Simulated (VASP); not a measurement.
Be2Hg: single point with PBE

Be2Hg:

```xyz
3
Lattice="-1.6166 1.6166 3.7524 1.6166 -1.6166 3.7524 1.6166 1.6166 -3.7524" Properties=species:S:1:pos:R:3 pbc="T T T"
Be    0.0000    0.0000    2.4615
Be    0.0000    0.0000    5.0434
Hg    0.0000    0.0000    0.0000
```

The cell comes from a database or a generator and needn't be the stable form of this composition.

* Program: VASP 6.6.1
* Task: single point
* Functional: PBE
* Potentials or basis: VASP PAW PBE potentials, release 64 (Be, Hg)
* Cutoff: 520 eV
* k mesh: 18 × 18 × 18
* Occupations: gaussian, width 0.1 eV
* Spin: no spin polarisation
* Dipole correction: no
* Further INCAR settings: ALGO = Normal; EDIFF = 1e-06; NBANDS = 15

```yaml
Pressure: 0.3 GPa
Band_gap_on_the_k_mesh: none (metal or under the smearing width)
```

Stress tensor (GPa, compression positive):
```
0.29 0.00 0.00
0.00 0.29 0.00
0.00 0.00 0.39
```

Levels at points of the mesh, in eV from the Fermi level:
```
           k point  band 5  band 6  band 7  band 8  band 9  band 10  band 11  band 12
(0.00, 0.00, 0.00)   -8.12   -7.69   -0.37    1.16    4.05     4.05     4.72     4.72
(0.50, 0.00, 0.00)   -7.87   -6.03   -5.71   -2.73    1.93     5.26     5.81     8.03
(0.50, 0.50, 0.00)   -7.09   -4.23   -2.69   -0.95   -0.63     0.24     1.17     6.01
(0.50, 0.50, 0.50)   -7.82   -7.67   -7.36    0.98    0.98     6.50     7.57     8.02
```

Wall time 5.4 min on 1 thread of Intel(R) Xeon(R) Platinum 8259CL CPU @ 2.50GHz (Skylake/Cascade Lake) (shared host), peak memory 0.43 GiB.

Spin-orbit coupling is left out, which matters for the levels of Hg.
